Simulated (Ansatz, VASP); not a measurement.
**HfB2: VASP beside Ansatz**

One calculation is typed for both programs; each brings its own data sets. How far apart do they land? The cell is taken from a series of runs on this material, whose earlier steps may have relaxed, scaled, displaced or heated it; both programs get it as it stands.

Main program and level: Ansatz 0.2.0; plane waves, with VASP 6.6.1 beside it; zone-centre phonons at PBEsol.

## Step 1: The structure

It takes space group P6/mmm (No. 191, hexagonal). Conventional cell: a = 3.065 Å, b = 3.065 Å, c = 3.486 Å, α = 90.00°, β = 90.00°, γ = 120.00°. B has 3 B at 1.77 Å and 6 Hf at 2.48 Å nearest. Nearest to Hf lie 12 B at 2.48 Å. Farther neighbours are not listed.

Structure file:

```
B Hf
1.0
     3.06461    0.00000    0.00000
    -1.53231    2.65403    0.00000
     0.00000    0.00000    3.48584
B Hf
2 1
Direct
  0.33333 0.66667 0.50000
  0.66667 0.33333 0.50000
  0.00000 0.00000 0.00000
```

## Step 2: VASP: zone-centre phonons, PBEsol

Second derivatives magnify differences that forces hide, and they need a tight electronic threshold.

Lines of VASP's logs that name or quote its potential files are left out, and so is its time.

Contents of INCAR:

```
SYSTEM = HfB2
PREC = Accurate
ENCUT = 500
EDIFF = 1E-08
NELM = 120
ISMEAR = 1
SIGMA = 0.2
LREAL = .FALSE.
ALGO = Normal
GGA = PS
NBANDS = 14
LASPH = .TRUE.
LORBIT = 11
LWAVE = .FALSE.
LCHARG = .FALSE.
ISIF = 2
IBRION = 8
GGA_COMPAT = .FALSE.
KPAR = 2
```

Contents of POSCAR:

```
HfB2
1.0
    3.0646132976      0.0000000000      0.0000000000
   -1.5323066488      2.6540329685      0.0000000000
    0.0000000000      0.0000000000      3.4858433352
B Hf
2 1
Direct
    0.3333333333      0.6666666667      0.5000000000
    0.6666666667      0.3333333333      0.5000000000
    0.0000000000      0.0000000000      0.0000000000
```

Contents of KPOINTS:

```
Automatic mesh
0
Gamma
15 15 12
0 0 0
```

The projector-augmented-wave data sets are B and Hf_pv (PBE family, release 64).

Command:

```bash
mpirun -np 2 vasp_std
```

Numbers of over 12 decimals in the logs are rounded to 6 here.

What it wrote:

```text
[banner, memory and clock lines left out]
running    2 mpi-ranks, on    1 nodes
 distrk:  each k-point on    1 cores,    2 groups
 distr:  one band on    1 cores,    1 groups

 POSCAR found type information on POSCAR B Hf
 POSCAR found :  2 types and       3 ions
|                                                                             |
|               ----> ADVICE to this user running VASP <----                  |
|                                                                             |
|     You enforced a specific xc type in the INCAR file but a different       |
|     [... a line on the potential file left out ...]
|     I HOPE YOU KNOW WHAT YOU ARE DOING!                                     |
|                                                                             |

 LDA part: xc-table for (Slater+PW92), standard interpolation
 POSCAR, INCAR and KPOINTS ok, starting setup
 FFT: planning ... GRIDC
 FFT: planning ... GRID_SOFT
 FFT: planning ... GRID
 WAVECAR not read
 entering main loop
       N       E                     dE             d eps       ncg     rms          rms(c)
DAV:   1     0.276045620324E+02    0.27605E+02   -0.80393E+03  5292   0.106E+03
DAV:   2    -0.286482644808E+02   -0.56253E+02   -0.52592E+02  6914   0.226E+02
DAV:   3    -0.301915034403E+02   -0.15432E+01   -0.15350E+01  7032   0.282E+01
DAV:   4    -0.301983123938E+02   -0.68090E-02   -0.68077E-02  6072   0.226E+00
DAV:   5    -0.301983520631E+02   -0.39669E-04   -0.39668E-04  7056   0.152E-01    0.566E+01
DAV:   6    -0.279399849501E+02    0.22584E+01   -0.33224E+00  6318   0.130E+01    0.414E+01
DAV:   7    -0.278976094968E+02    0.42375E-01   -0.11863E+00  6756   0.778E+00    0.115E+01
DAV:   8    -0.278250010758E+02    0.72608E-01   -0.32564E-01  6328   0.431E+00    0.166E+00
DAV:   9    -0.278196204916E+02    0.53806E-02   -0.28783E-02  6138   0.136E+00    0.499E-01
DAV:  10    -0.278192050383E+02    0.41545E-03   -0.13399E-03  6468   0.316E-01    0.272E-01
DAV:  11    -0.278192150159E+02   -0.99776E-05   -0.87964E-05  6396   0.734E-02    0.962E-02
DAV:  12    -0.278192125806E+02    0.24352E-05   -0.42008E-06  6426   0.154E-02    0.122E-02
DAV:  13    -0.278192126673E+02   -0.86668E-07   -0.34464E-07  6462   0.485E-03    0.255E-03
DAV:  14    -0.278192126817E+02   -0.14393E-07   -0.41675E-08  6270   0.170E-03    0.932E-04
DAV:  15    -0.278192127013E+02   -0.19623E-07   -0.32651E-09  2892   0.484E-04    0.107E-03
DAV:  16    -0.278192126986E+02    0.27042E-08   -0.29356E-10  2772   0.153E-04
   1 F= -.27819213E+02 E0= -.27819432E+02  d E =0.657841E-03
 Linear response reoptimize wavefunctions to high precision
DAV:   1    -0.278192126956E+02    0.30363E-08   -0.16846E-10  3018   0.115E-04
DAV:   2    -0.278192126955E+02    0.75033E-11   -0.20342E-11  2724   0.429E-05
 Linear response DOF=           4
 Linear response progress:
  Degree of freedom:   1/  4
       N       E                     dE             d eps       ncg     rms          rms(c)
RMM:   1    -0.456017890138E-01   -0.45602E-01    0.21966E-02 53220   0.115E+00
RMM:   2    -0.441661862385E-01    0.14356E-02   -0.11998E-03 37636   0.202E-01    0.272E-01
RMM:   3    -0.440131961724E-01    0.15299E-03   -0.54566E-04 33669   0.118E-01    0.145E-01
RMM:   4    -0.445293296375E-01   -0.51613E-03   -0.52598E-04 33773   0.111E-01    0.198E-02
RMM:   5    -0.444978573470E-01    0.31472E-04   -0.15575E-05 37246   0.223E-02    0.621E-03
RMM:   6    -0.444952660269E-01    0.25913E-05   -0.71925E-07 39572   0.426E-03    0.206E-03
RMM:   7    -0.444917600012E-01    0.35060E-05   -0.61761E-08 39742   0.154E-03    0.111E-03
RMM:   8    -0.444928065501E-01   -0.10465E-05   -0.28954E-09 41330   0.352E-04    0.358E-04
RMM:   9    -0.444930886902E-01   -0.28214E-06   -0.45519E-09 41920   0.892E-05    0.149E-04
RMM:  10    -0.444930571904E-01    0.31500E-07   -0.12251E-09 39455   0.405E-05    0.415E-05
RMM:  11    -0.444931176927E-01   -0.60502E-07   -0.68327E-10 40821   0.135E-05    0.102E-05
RMM:  12    -0.444931215974E-01   -0.39047E-08   -0.29389E-11 39229   0.374E-06    0.154E-05
 first order change of Fermi-energy   0.10414E-04
 force on displaced ion       1 direction 1 : -19.875  -0.001   0.000
 Linear response progress:
  Degree of freedom:   2/  4
       N       E                     dE             d eps       ncg     rms          rms(c)
RMM:   1    -0.460254126360E-01   -0.46025E-01    0.48871E-02 18295   0.132E+00
RMM:   2    -0.459790565465E-01    0.46356E-04   -0.11470E-03 13451   0.205E-01    0.479E-01
RMM:   3    -0.457868059801E-01    0.19225E-03   -0.86305E-04 12234   0.147E-01    0.226E-01
RMM:   4    -0.461961113738E-01   -0.40931E-03   -0.40485E-04 13326   0.946E-02    0.339E-02
RMM:   5    -0.462349915880E-01   -0.38880E-04   -0.21701E-05 13526   0.292E-02    0.938E-03
RMM:   6    -0.462306398795E-01    0.43517E-05   -0.12319E-06 13667   0.662E-03    0.312E-03
RMM:   7    -0.462191174323E-01    0.11522E-04   -0.18422E-07 12928   0.237E-03    0.517E-04
RMM:   8    -0.462184783126E-01    0.63912E-06   -0.68303E-09 14430   0.566E-04    0.164E-04
RMM:   9    -0.462185079896E-01   -0.29677E-07    0.57047E-09 14711   0.101E-04    0.145E-04
RMM:  10    -0.462185690488E-01   -0.61059E-07    0.83397E-12 15240   0.246E-05    0.528E-05
RMM:  11    -0.462186000640E-01   -0.31015E-07    0.37252E-11 13730   0.201E-05    0.282E-06
RMM:  12    -0.462185941760E-01    0.58879E-08   -0.51687E-11 13876   0.444E-06    0.164E-06
 first order change of Fermi-energy  -0.43463E-04
 force on displaced ion       1 direction 3 :   0.000  -0.000 -10.869
 Linear response progress:
  Degree of freedom:   3/  4
       N       E                     dE             d eps       ncg     rms          rms(c)
RMM:   1    -0.203348698943E+00   -0.20335E+00    0.46684E+00 13879   0.124E+01
RMM:   2    -0.201146944632E+00    0.22018E-02   -0.32024E-02 19254   0.123E+00    0.507E-01
RMM:   3    -0.200437561913E+00    0.70938E-03   -0.10446E-03 25170   0.165E-01    0.224E-01
RMM:   4    -0.199961408922E+00    0.47615E-03   -0.72023E-05 26511   0.527E-02    0.144E-01
RMM:   5    -0.199474918777E+00    0.48649E-03   -0.30680E-05 26579   0.392E-02    0.125E-02
RMM:   6    -0.199470105397E+00    0.48134E-05   -0.24338E-06 25728   0.109E-02    0.358E-03
RMM:   7    -0.199485108701E+00   -0.15003E-04   -0.20093E-07 28011   0.247E-03    0.378E-03
RMM:   8    -0.199485966136E+00   -0.85743E-06   -0.89199E-07 27354   0.549E-04    0.508E-04
RMM:   9    -0.199485566371E+00    0.39976E-06   -0.66706E-07 27767   0.237E-04    0.437E-04
RMM:  10    -0.199485965588E+00   -0.39922E-06   -0.56362E-07 27312   0.790E-05    0.980E-06
RMM:  11    -0.199485957561E+00    0.80277E-08   -0.24859E-07 28452   0.291E-05    0.349E-05
RMM:  12    -0.199485978681E+00   -0.21120E-07   -0.12300E-07 27345   0.128E-05    0.119E-05
RMM:  13    -0.199485981477E+00   -0.27962E-08   -0.62866E-08 21097   0.600E-06    0.193E-06
 first order change of Fermi-energy   0.51419E-04
 force on displaced ion       3 direction 1 : -15.054  -0.000   0.000
 Linear response progress:
  Degree of freedom:   4/  4
       N       E                     dE             d eps       ncg     rms          rms(c)
RMM:   1    -0.230694606937E+00   -0.23069E+00    0.44847E+00  6028   0.127E+01
RMM:   2    -0.228375978035E+00    0.23186E-02   -0.38261E-02  8106   0.132E+00    0.884E-01
RMM:   3    -0.227902348658E+00    0.47363E-03   -0.21189E-03 10600   0.212E-01    0.450E-01
RMM:   4    -0.227514850388E+00    0.38750E-03   -0.23893E-04 10219   0.793E-02    0.162E-01
RMM:   5    -0.227296830437E+00    0.21802E-03   -0.23638E-05 10764   0.309E-02    0.243E-02
RMM:   6    -0.227241057744E+00    0.55773E-04   -0.29414E-06 10610   0.978E-03    0.467E-03
RMM:   7    -0.227251945408E+00   -0.10888E-04    0.13154E-05 11284   0.355E-03    0.461E-03
RMM:   8    -0.227245995729E+00    0.59497E-05    0.27923E-05 11205   0.119E-03    0.166E-03
RMM:   9    -0.227244214350E+00    0.17814E-05    0.15592E-05 11917   0.391E-04    0.245E-04
RMM:  10    -0.227244186807E+00    0.27543E-07    0.71087E-06 12275   0.122E-04    0.352E-05
RMM:  11    -0.227244154913E+00    0.31894E-07    0.31405E-06 11969   0.472E-05    0.227E-05
RMM:  12    -0.227244115922E+00    0.38992E-07    0.15068E-06 11914   0.226E-05    0.553E-06
RMM:  13    -0.227244128650E+00   -0.12728E-07    0.71073E-07 10583   0.120E-05    0.508E-06
RMM:  14    -0.227244118878E+00    0.97726E-08    0.36212E-07  8503   0.574E-06    0.128E-06
RMM:  15    -0.227244115971E+00    0.29063E-08    0.17050E-07  7484   0.338E-06    0.626E-07
RMM:  16    -0.227244115364E+00    0.60764E-09    0.80857E-08  6574   0.212E-06    0.593E-07
 first order change of Fermi-energy  -0.23582E-03
 force on displaced ion       3 direction 3 :   0.000  -0.000 -16.917
 Linear response finished
```

Parts of OUTCAR (step 2):

```text
ion  position               nearest neighbor table
   1  0.333  0.667  0.500-   2 1.77   2 1.77   2 1.77   3 2.48   3 2.48   3 2.48   3 2.48   3 2.48
                             3 2.48
   2  0.667  0.333  0.500-   1 1.77   1 1.77   1 1.77   3 2.48   3 2.48   3 2.48   3 2.48   3 2.48
                             3 2.48
   3  0.000  0.000  0.000-   1 2.48   2 2.48   1 2.48   2 2.48   2 2.48   2 2.48   1 2.48   1 2.48
                             2 2.48   2 2.48   1 2.48   1 2.48

  LATTYP: Found a hexagonal cell.
 ALAT       =     3.0646132976
 C/A-ratio  =     1.1374496541

 Subroutine GETGRP returns: Found 24 space group operations
 (whereof 24 operations were pure point group operations)

The static configuration has the point symmetry D_6h.

 Found    189 irreducible k-points:

   k-points           NKPTS =    189   k-points in BZ     NKDIM =    189   number of bands    NBANDS=     14

   dimension x,y,z NGX =    24 NGY =   24 NGZ =   28
   dimension x,y,z NGXF=    48 NGYF=   48 NGZF=   56

   ENCUT  =  500.0 eV  36.75 Ry    6.06 a.u.   5.59  5.59  6.36*2*pi/ulx,y,z

   NELECT =      16.0000    total number of electrons

 k-points in reciprocal lattice and weights: Automatic mesh
   0.00000000  0.00000000  0.00000000       0.000
   0.06666667  0.00000000  0.00000000       0.002
   0.13333333  0.00000000  0.00000000       0.002
   0.20000000  0.00000000  0.00000000       0.002
   0.26666667  0.00000000  0.00000000       0.002
   0.33333333  0.00000000  0.00000000       0.002
   0.40000000  0.00000000  0.00000000       0.002
   0.46666667  0.00000000  0.00000000       0.002
   0.06666667  0.06666667  0.00000000       0.002
[...]
0.33333333  0.26666667  0.50000000       0.004
   0.33333333  0.33333333  0.50000000       0.001

 average (electrostatic) potential at core
       1 -24.6466       2 -24.6466       3 -33.5879

  Total        2.3335710      2.3335710      0.0453826      0.0000000      0.0000000      0.0000000
  in kB      131.8687079    131.8687079      2.5645444      0.0000000      0.0000000      0.0000000
  external PRESSURE =      88.7673201 kB  Pullay stress =       0.0000000 kB

  energy-cutoff  :      500.00
  volume of cell :       28.35
      direct lattice vectors                 reciprocal lattice vectors
     3.064613298  0.000000000  0.000000000     0.326305443  0.188392535  0.000000000
    -1.532306649  2.654032969  0.000000000     0.000000000  0.376785071  0.000000000
     0.000000000  0.000000000  3.485843335     0.000000000  0.000000000  0.286874625

 POSITION                                       TOTAL-FORCE (eV/Angst)
 -----------------------------------------------------------------------------------
     -0.00000      1.76936      1.74292         0.000000     -0.000000      0.000000
      1.53231      0.88468      1.74292        -0.000000      0.000000      0.000000
      0.00000      0.00000      0.00000         0.000000      0.000000      0.000000
 -----------------------------------------------------------------------------------
    total drift:                               -0.000000      0.000000      0.000000

 Eigenvectors and eigenvalues of the dynamical matrix
 ----------------------------------------------------

   1 f  =   26.991603 THz   169.593240 2PiTHz  900.342947 cm-1   111.628248 meV
             X         Y         Z           dx          dy          dz
     -0.000000  1.769355  1.742922     0.000000    0.707107   -0.000000
      1.532307  0.884678  1.742922     0.000000   -0.707107    0.000000
      0.000000  0.000000  0.000000    -0.000000   -0.000000    0.000000

   2 f  =   26.991603 THz   169.593240 2PiTHz  900.342947 cm-1   111.628248 meV
             X         Y         Z           dx          dy          dz
     -0.000000  1.769355  1.742922     0.707107    0.000000   -0.000000
      1.532307  0.884678  1.742922    -0.707107   -0.000000    0.000000
      0.000000  0.000000  0.000000     0.000000    0.000000    0.000000

   3 f  =   17.327519 THz   108.872015 2PiTHz  577.983830 cm-1    71.660830 meV
             X         Y         Z           dx          dy          dz
     -0.000000  1.769355  1.742922    -0.000000   -0.000000   -0.707107
      1.532307  0.884678  1.742922     0.000000   -0.000000    0.707107
      0.000000  0.000000  0.000000     0.000000   -0.000000    0.000000

   4 f  =   14.640165 THz    91.986868 2PiTHz  488.343329 cm-1    60.546829 meV
             X         Y         Z           dx          dy          dz
     -0.000000  1.769355  1.742922     0.000000    0.000000    0.667805
      1.532307  0.884678  1.742922     0.000000    0.000000    0.667805
      0.000000  0.000000  0.000000    -0.000000    0.000000   -0.328745

   5 f  =   13.809275 THz    86.766232 2PiTHz  460.627825 cm-1    57.110546 meV
             X         Y         Z           dx          dy          dz
     -0.000000  1.769355  1.742922     0.000000   -0.667797    0.000000
      1.532307  0.884678  1.742922     0.000000   -0.667797    0.000000
      0.000000  0.000000  0.000000    -0.000000    0.328777    0.000000

   6 f  =   13.809275 THz    86.766232 2PiTHz  460.627825 cm-1    57.110546 meV
             X         Y         Z           dx          dy          dz
     -0.000000  1.769355  1.742922     0.667797   -0.000000   -0.000000
      1.532307  0.884678  1.742922     0.667797    0.000000    0.000000
      0.000000  0.000000  0.000000    -0.328777   -0.000000    0.000000

   7 f/i=    0.000559 THz     0.003515 2PiTHz    0.018661 cm-1     0.002314 meV
             X         Y         Z           dx          dy          dz
     -0.000000  1.769355  1.742922    -0.000000    0.000000   -0.232458
      1.532307  0.884678  1.742922    -0.000000    0.000000   -0.232458
      0.000000  0.000000  0.000000     0.000000    0.000000   -0.944419

   8 f/i=    0.001003 THz     0.006305 2PiTHz    0.033471 cm-1     0.004150 meV
             X         Y         Z           dx          dy          dz
     -0.000000  1.769355  1.742922     0.232259    0.010153    0.000000
      1.532307  0.884678  1.742922     0.232259    0.010153   -0.000000
      0.000000  0.000000  0.000000     0.943506    0.041244    0.000000

   9 f/i=    0.001003 THz     0.006305 2PiTHz    0.033471 cm-1     0.004150 meV
             X         Y         Z           dx          dy          dz
     -0.000000  1.769355  1.742922    -0.010153    0.232259    0.000000
      1.532307  0.884678  1.742922    -0.010153    0.232259    0.000000
      0.000000  0.000000  0.000000    -0.041244    0.943506    0.000000

 ELASTIC MODULI CONTR FROM IONIC RELAXATION (kBar)
 Direction    XX          YY          ZZ          XY          YZ          ZX
 --------------------------------------------------------------------------------
 XX          -3.7293      3.7293      0.0000      0.0000      0.0000      0.0000
 YY           3.7293     -3.7293     -0.0000     -0.0000     -0.0000      0.0000
 ZZ           0.0000     -0.0000     -0.0000     -0.0000     -0.0000      0.0000
 XY           0.0000     -0.0000     -0.0000     -3.7293      0.0000      0.0000
 YZ           0.0000     -0.0000     -0.0000      0.0000     -0.0000      0.0000
 ZX           0.0000      0.0000      0.0000      0.0000      0.0000      0.0000
 --------------------------------------------------------------------------------
```

[end of part 1 of 2]

[Lines on the potential files, build, host, timing and source positions are cut from VASP's logs without a mark.]

[Logs are printed without paths, hosts, clocks, repeated set-up lines and the standing remarks that a program may print on its own settings, such as how far it seeks lower states.]

[Hosts, paths, dates, database ids (printed as entryN), source tags and the programs' standing remarks are cut or masked in the printed files.]
